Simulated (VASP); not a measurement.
# Mg2ZnTeS2 (P3m1) in VASP: further runs

Runs on Mg2ZnTeS2. Level: PBE. Tasks: relaxation of cell and atoms.

Everything below comes from runs of VASP 6.6.1. Logs are shortened: lines on timing, memory, paths and dates and some standing lists are left out, and cuts for length are marked.

### Step 1. The crystal as given

Symmetry: P3m1, No. 156, trigonal system. Conventional cell: a = 4.144 Å, b = 4.144 Å, c = 10.237 Å, α = 90.00°, β = 90.00°, γ = 120.00°. Mg (site symmetry 3m) has 1 S at 2.45 Å and 3 Te at 2.70 Å as nearest neighbours. Mg (site symmetry 3m) is surrounded by 4 S at 2.45 to 2.51 Å. Around Zn (site symmetry 3m) lie 3 S at 2.49 Å and 1 Te at 2.65 Å. Te (site symmetry 3m) has 1 Zn at 2.65 Å and 3 Mg at 2.70 Å as nearest neighbours. Around S (site symmetry 3m) lie 1 Mg at 2.45 Å and 3 Zn at 2.49 Å. Around S (site symmetry 3m) lie 4 Mg at 2.45 to 2.51 Å.

The cell was built by a generator and needn't be a form met in nature.

### Step 2. Relaxation of cell and atoms, PBE

File INCAR:

```
  ALGO = Normal
  EDIFF = 1E-6
  EDIFFG = -0.01
  ENCUT = 520
  GGA = PE
  IBRION = 2
  ISIF = 3
  ISMEAR = 0
  KPAR = 4
  LASPH = True
  LCHARG = False
  LREAL = False
  LWAVE = False
  NELM = 120
  NSW = 90
  PREC = Accurate
  SIGMA = 0.1
```

File KPOINTS:

```
k-points
0
Gamma
  8 8 4
```

File POSCAR:

```
Mg2ZnTeS2
1.0
    4.1440825900      0.0000000000      0.0000000000
   -2.0720412900      3.5888808000      0.0000000000
    0.0000000000      0.0000000000     10.2370000000
Mg Zn Te S
2 1 1 2
Direct
    0.3333333300      0.6666666700      0.3582104100
    0.6666666700      0.3333333300      0.6710950500
    0.0000000000      0.0000000000      0.9767510000
    0.0000000000      0.0000000000      0.2357135900
    0.6666666700      0.3333333300      0.9106183500
    0.3333333300      0.6666666700      0.5977337100
```

Potentials or basis: VASP PAW PBE potentials, release 64 (Mg, Zn, Te, S).

Command:

```sh
$ cat potpaw_PBE.64/Mg/POTCAR potpaw_PBE.64/Zn/POTCAR potpaw_PBE.64/Te/POTCAR potpaw_PBE.64/S/POTCAR > POTCAR
$ mpirun -np 4 vasp_std > vasp.out
```

OUTCAR:

```text
EDIFF = 1E-6
   EDIFFG = -0.01
   ENCUT = 520
   GGA = PE
   IBRION = 2
   ISIF = 3
   ISMEAR = 0
   LASPH = True
   LREAL = False
   NELM = 120
   NSW = 90
   PREC = Accurate

 ion  position               nearest neighbor table
   1  0.333  0.667  0.358-   6 2.45   4 2.70   4 2.70   4 2.70
   2  0.667  0.333  0.671-   5 2.45   6 2.51   6 2.51   6 2.51
   3  0.000  0.000  0.977-   5 2.49   5 2.49   5 2.49   4 2.65
   4  0.000  0.000  0.236-   3 2.65   1 2.70   1 2.70   1 2.70
   5  0.667  0.333  0.911-   2 2.45   3 2.49   3 2.49   3 2.49
   6  0.333  0.667  0.598-   1 2.45   2 2.51   2 2.51   2 2.51

  LATTYP: Found a hexagonal cell.
 ALAT       =     4.1440825900
 C/A-ratio  =     2.4702693003

  Lattice vectors:

 A1 = (   4.1440825900,   0.0000000000,   0.0000000000)
 A2 = (  -2.0720412900,   3.5888808000,   0.0000000000)
 A3 = (   0.0000000000,   0.0000000000,  10.2370000000)

Analysis of symmetry for initial positions (statically):
=====================================================================
 Subroutine PRICEL returns:
 Original cell was already a primitive cell.

 Routine SETGRP: Setting up the symmetry group for a
 hexagonal supercell.

 Subroutine GETGRP returns: Found  6 space group operations
 (whereof  6 operations were pure point group operations)
 out of a pool of 24 trial point group operations.

The static configuration has the point symmetry C_3v.

Analysis of symmetry for dynamics (positions and initial velocities):
=====================================================================
 Subroutine PRICEL returns:
 Original cell was already a primitive cell.

 Routine SETGRP: Setting up the symmetry group for a
 hexagonal supercell.

 Subroutine GETGRP returns: Found  6 space group operations
 (whereof  6 operations were pure point group operations)
 out of a pool of 24 trial point group operations.

The dynamic configuration has the point symmetry C_3v.

 Subroutine INISYM returns: Found  6 space group operations
 (whereof  6 operations are pure point group operations),
 and found     1 'primitive' translations

----------------------------------------------------------------------------------------

                                     Primitive cell

  volume of cell :     152.2510

  direct lattice vectors                    reciprocal lattice vectors
     4.144082590  0.000000000  0.000000000     0.241307932  0.139319199  0.000000000
    -2.072041290  3.588880800  0.000000000     0.000000000  0.278638399  0.000000000
     0.000000000  0.000000000 10.237000000     0.000000000  0.000000000  0.097684869

  length of vectors
     4.144082590  4.144082589 10.237000000     0.278638399  0.278638399  0.097684869

  position of ions in fractional coordinates (direct lattice)
     0.333333330  0.666666670  0.358210410
     0.666666670  0.333333330  0.671095050
     0.000000000  0.000000000  0.976751000
     0.000000000  0.000000000  0.235713590
     0.666666670  0.333333330  0.910618350
     0.333333330  0.666666670  0.597733710

  ion indices of the primitive-cell ions
   primitive index   ion index
                 1           1
                 2           2
                 3           3
                 4           4
                 5           5
                 6           6

----------------------------------------------------------------------------------------

 KPOINTS: k-points

Automatic generation of k-mesh.
 Grid dimensions read from file:
 generate k-points for:    8    8    4

 Generating k-lattice:

  Cartesian coordinates                     Fractional coordinates (reciprocal lattice)
     0.030163492  0.017414900  0.000000000     0.125000000  0.000000000  0.000000000
     0.000000000  0.034829800  0.000000000     0.000000000  0.125000000  0.000000000
     0.000000000  0.000000000  0.024421217     0.000000000  0.000000000  0.250000000

  Length of vectors
     0.034829800  0.034829800  0.024421217

  Shift w.r.t. Gamma in fractional coordinates (k-lattice)
     0.000000000  0.000000000  0.000000000

 Subroutine IBZKPT returns following result:
 ===========================================

 Found     35 irreducible k-points:

 Following reciprocal coordinates:
            Coordinates               Weight
  0.000000  0.000000  0.000000      1.000000
  0.125000  0.000000  0.000000      6.000000
  0.250000  0.000000  0.000000      6.000000
  0.375000  0.000000  0.000000      6.000000
  0.500000  0.000000  0.000000      3.000000
  0.125000  0.125000  0.000000      6.000000
[... 16 lines left out ...]
 -0.125000  0.500000  0.250000     12.000000
  0.250000  0.250000  0.250000     12.000000
 [... further k-points ...]
   k-points           NKPTS =     35   k-points in BZ     NKDIM =     35   number of bands    NBANDS=     21
   number of dos      NEDOS =    301   number of ions     NIONS =      6
   total plane-waves  NPLWV =  81920
   dimension x,y,z NGX =    32 NGY =   32 NGZ =   80
   dimension x,y,z NGXF=    64 NGYF=   64 NGZF=  160
   ions per type =               2   1   1   2
   NGX,Y,Z   is equivalent  to a cutoff of  12.84, 12.84, 12.99 a.u.
   NGXF,Y,Z  is equivalent  to a cutoff of  25.67, 25.67, 25.98 a.u.
 SYSTEM =  unknown system
   PREC   = accura    normal or accurate (medium, high low for compatibility)
   ISTART =      0    job   : 0-new  1-cont  2-samecut
   ICHARG =      2    charge: 1-file 2-atom 10-const
   ISPIN  =      1    spin polarized calculation?
   LNONCOLLINEAR =      F non collinear calculations
   LSORBIT =      F    spin-orbit coupling
   LASPH  =      T    aspherical Exc in radial PAW
   ENCUT  =  520.0 eV  38.22 Ry    6.18 a.u.   7.71  7.71 19.03*2*pi/ulx,y,z
   NELM   =    120;   NELMIN=  2; NELMDL= -5     # of ELM steps
   EDIFF  = 0.1E-05   stopping-criterion for ELM
   LREAL  =      F    real-space projection
   EDIFFG = -.1E-01   stopping-criterion for IOM
   NSW    =     90    number of steps for IOM
   IBRION =      2    ionic relax: 0-MD 1-quasi-New 2-CG
   NFREE  =      1    steps in history (QN), initial steepest desc. (CG)
   ISIF   =      3    stress and relaxation
   ISYM   =      2    0-nonsym 1-usesym 2-fastsym
   POTIM  = 0.5000    time-step for ionic-motion
   TEBEG  =    0.0;   TEEND  =   0.0 temperature during run
   PSTRESS=    0.0 pullay stress
   NELECT =      34.0000    total number of electrons
   NUPDOWN=      -1.0000    fix difference up-down
   EMIN   =  10.00;   EMAX   =-10.00  energy-range for DOS
   EFERMI =   0.00;   METHOD = LEGACY
   ISMEAR =     0;   SIGMA  =   0.10  broadening in eV -4-tet -1-fermi 0-gaus
   EFERMI_NEDOS =   21; number of points for ismear=-14 and -15
   IALGO  =     38    algorithm
   IMIX   =      4    mixing-type and parameters
     AMIX     =   0.40;   BMIX     =  1.00
     AMIX_MAG =   1.60;   BMIX_MAG =  1.00
  volume/ion in A,a.u.               =      25.38       171.24
  Fermi-wavevector in a.u.,A,eV,Ry     =   0.993225  1.876924 13.422099  0.986496
  Thomas-Fermi vector in A             =   2.125092
   LORBIT       =      0    0 simple, 1 ext, 2 COOP (PROOUT), +10 PAW based schemes
   GGA     = PE    functional components
   LHFCALC =     F    Hartree Fock is set to
   AEXX    =    0.0000 exact exchange contribution
   IVDW    =     0    specifies the selected vdW correction
   LEPSILON=     F    determine dielectric tensor
   LRPA    =     F    only Hartree local field effects (RPA)
 conjugate gradient relaxation of ions
 non-spin polarized calculation
 Gauss-broadening in eV      SIGMA  =   0.10
  energy-cutoff  :      520.00
  volume of cell :      152.25
 maximum number of plane-waves:      4130
 NGX is ok and might be reduce to    32
   NGX = 15   NGY = 15   NGZ = 39

--------------------------------------- Ionic step        1  -------------------------------------------

 number of electron      34.0000001 magnetization

 Free energy of the ion-electron system (eV)
  ---------------------------------------------------
  ext. energy  EPLUGINS =         0.00000000
  ---------------------------------------------------
  free energy    TOTEN  =       -21.25551679 eV

  energy without entropy =      -21.25551139  energy(sigma->0) =      -21.25551409

------------------------ aborting loop because EDIFF is reached ----------------------------------------

  FORCE on cell =-STRESS in cart. coord.  units (eV):
  Direction    XX          YY          ZZ          XY          YZ          ZX
  --------------------------------------------------------------------------------------
  -------------------------------------------------------------------------------------
  Total       -0.1849913     -0.1849913      0.2118595     -0.0000000      0.0000000     -0.0000000
  in kB       -1.9467127     -1.9467127      2.2294535     -0.0000000      0.0000000     -0.0000000
  external PRESSURE =      -0.5546573 kB  Pullay stress =       0.0000000 kB
[... 305 lines left out ...]
  energy  without entropy=      -21.2565109944  energy(sigma->0) =      -21.25651623

--------------------------------------- Ionic step        9  -------------------------------------------

 number of electron      34.0000010 magnetization

 Free energy of the ion-electron system (eV)
  ---------------------------------------------------
  ext. energy  EPLUGINS =         0.00000000
  ---------------------------------------------------
  free energy    TOTEN  =       -21.25653944 eV

  energy without entropy =      -21.25653003  energy(sigma->0) =      -21.25653474

 E-fermi :   3.1069     XC(G=0):  -8.5089

 val. band max:        2.8678858256   @ k =   0.0000   0.0000   0.0000
 cond. band min:       3.3052582356   @ k =   0.0000   0.0000   0.0000
 fundamental gap:      0.4373724100
 Fermi energy:         3.1068900569

 k-point     1 :       0.0000    0.0000    0.0000
  band No.  band energies     occupation
      1     -10.2471      2.00000
      2      -9.8774      2.00000
      3      -8.0765      2.00000
      4      -4.2559      2.00000
      5      -4.2559      2.00000
      6      -4.1290      2.00000
[... 550 lines left out ...]
      5      -4.1166      2.00000
      6      -4.0574      2.00000
[... 13 lines left out ...]
     20       6.5084      0.00000
     21       7.2257      0.00000

 [... further k-points ...]

------------------------ aborting loop because EDIFF is reached ----------------------------------------

  FORCE on cell =-STRESS in cart. coord.  units (eV):
  Direction    XX          YY          ZZ          XY          YZ          ZX
  --------------------------------------------------------------------------------------
  -------------------------------------------------------------------------------------
  Total       -0.0103690     -0.0103690     -0.0028940     -0.0000000      0.0000000     -0.0000000
  in kB       -0.1093113     -0.1093113     -0.0305090     -0.0000000      0.0000000     -0.0000000
  external PRESSURE =      -0.0830438 kB  Pullay stress =       0.0000000 kB
[... 21 lines left out ...]
  FREE ENERGIE OF THE ION-ELECTRON SYSTEM (eV)
  ---------------------------------------------------
  free  energy   TOTEN  =       -21.2565394404 eV

  energy  without entropy=      -21.2565300323  energy(sigma->0) =      -21.25653474

 reached required accuracy - stopping structural energy minimisation
```

Wall time 2.6 min (4 MPI ranks of Intel Xeon Platinum 8488C (Sapphire Rapids), shared host); peak memory 0.38 GiB.

What came out:

```
Free energy                            : -21.2565 eV
Relaxed volume                         : 25.33 Å³/atom
Relaxed cell                           : a = 4.132 Å, b = 4.132 Å, c = 10.276 Å, α = 90.00°, β = 90.00°, γ = 120.00°
Space group after relaxing (to 0.05 Å) : P3m1 (No. 156)
Energy gained by relaxing              : 0.2 meV/atom
Ionic steps                            : 9
Pressure after relaxing                : 0.0 GPa
Largest force after relaxing           : 0.004 eV/Å
Band gap on the k mesh                 : 0.44 eV, direct
```

Forces on the atoms (eV/Å):
```
Mg   0.000  0.000 -0.003
Mg   0.000  0.000 -0.002
Zn   0.000  0.000  0.001
Te   0.000  0.000  0.000
S    0.000  0.000  0.004
S    0.000  0.000 -0.001
```

Step by step:
```csv
step,energy change (eV),largest force (eV/Å),pressure (GPa),volume (Å³)
1,0.0000,0.0465,-0.06,152.25
2,-0.0007,0.0289,-0.03,152.06
3,-0.0007,0.0341,-0.01,151.98
4,-0.0009,0.0214,0.02,151.91
5,-0.0010,0.0162,0.05,151.81
6,-0.0010,0.0144,-0.02,152.01
7,-0.0010,0.0141,-0.04,152.04
8,-0.0010,0.0145,-0.02,152.01
9,-0.0010,0.0042,-0.01,151.98
```

Final structure:
```
Mg Zn Te S
1.0
     4.13250    0.00000    0.00000
    -2.06625    3.57885    0.00000
     0.00000    0.00000   10.27604
Mg Zn Te S
2 1 1 2
Direct
  0.33333 0.66667 0.35823
  0.66667 0.33333 0.67145
  0.00000 0.00000 0.97722
  0.00000 0.00000 0.23530
  0.66667 0.33333 0.91087
  0.33333 0.66667 0.59706
```

Levels at points of the mesh, in eV from the valence-band top:
```tsv
k point	band 15	band 16	band 17	band 18	band 19	band 20
(0.00, 0.00, 0.00)	-1.40	0.00	0.00	0.44	2.26	4.03
(0.50, 0.00, 0.00)	-2.54	-2.07	-0.90	1.97	2.43	3.42
(0.00, 0.00, 0.50)	-1.80	-0.01	-0.01	1.00	2.19	3.93
(0.50, 0.00, 0.50)	-2.58	-1.71	-0.88	2.03	2.50	3.02
```

Caveat: spin-orbit coupling is left out, which moves the levels of the heavy elements.

(Part 1 of 2 ends here.)
